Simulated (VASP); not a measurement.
```yaml
crystal:
  lattice:
    - [0.00000, 1.95289, 1.95289]
    - [1.95289, 0.00000, 1.95289]
    - [1.95289, 1.95289, 0.00000]
  atoms:
    - { symbol: Pd, position: [0.00000, 0.00000, 0.00000] }
```

The numbers are results of optB86b-vdW, VASP's PBE PAW potentials (set 64) (plane waves; VASP), not measurements. Numerical set-up: 520 eV cut-off, 16×16×16 Γ-centred mesh, first-order Methfessel-Paxton smearing of 0.10 eV, potentials Pd.

Q: Estimate the energy per atom (σ→0), band gap (on the k-mesh) with the smallest direct gap where there is one.

A: 
```json
{
  "band gap (on the k-mesh)": "none (metal, semimetal or under 0.01 eV)",
  "energy per atom (σ→0)": "-2.437 eV/atom"
}
```

Only differences to runs with the same potentials and settings are physical.

The compound is Pd in the fcc structure. It was relaxed first.
